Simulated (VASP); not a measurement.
A VASP calculation is set up with these files.

INCAR:
```
SYSTEM = CaSe
PREC = Accurate
ENCUT = 300
EDIFF = 1E-6
NELM = 100
ALGO = Normal
LREAL = .FALSE.
LASPH = .TRUE.
ISMEAR = 0
SIGMA = 0.1
LMAXMIX = 4
LWAVE = .FALSE.
LCHARG = .FALSE.
ISIF = 2
```

POSCAR:
```
CaSe
1
    4.6825660000     0.0000000000     0.0000000000
   -2.3412830000     4.0552210000     0.0000000000
    0.0000000000     0.0000000000    20.0950470000
Ca Se
2 2
Direct
  0.6666670000   0.3333330000   0.4192670000
  0.6666670000   0.3333330000   0.5807330000
  0.3333330000   0.6666670000   0.3483450000
  0.3333330000   0.6666670000   0.6516550000
```

**KPOINTS**
```
Automatic mesh
0
Gamma
5 5 1
0 0 0
```

POTCAR, in this order: Ca_sv Se (LDA.64 set). Program: vasp_std.

Q: Write an equivalent input for Quantum ESPRESSO's pw.x.

A: One equivalent input (not run):
```
&CONTROL
  calculation = 'scf'
  pseudo_dir = './pseudo'
  outdir = './out'
  tprnfor = .true.
  tstress = .true.
/
&SYSTEM
  ibrav = 0
  nat = 4
  ntyp = 2
  ecutwfc = 86
  occupations = 'smearing'
  smearing = 'gaussian'
  degauss = 0.00735
  input_dft = 'pz'
/
&ELECTRONS
  conv_thr = 7.3e-08
  electron_maxstep = 100
/
ATOMIC_SPECIES
  Ca 40.078 Ca.upf
  Se 78.971 Se.upf
CELL_PARAMETERS angstrom
     4.6825660    0.0000000    0.0000000
    -2.3412830    4.0552210    0.0000000
     0.0000000    0.0000000   20.0950470
ATOMIC_POSITIONS crystal
  Ca   0.6666670  0.3333330  0.4192670
  Ca   0.6666670  0.3333330  0.5807330
  Se   0.3333330  0.6666670  0.3483450
  Se   0.3333330  0.6666670  0.6516550
K_POINTS automatic
  5 5 1 0 0 0
```
What does not carry over: the potentials are each code's own (VASP's PAW set, PseudoDojo norm-conserving files in pw.x), so ENCUT and ecutwfc are chosen apart and not converted; conv_thr bounds pw.x's estimated SCF error, while EDIFF bounds the energy change between steps.

The cell is a sheet with vacuum, built from a generated structure.
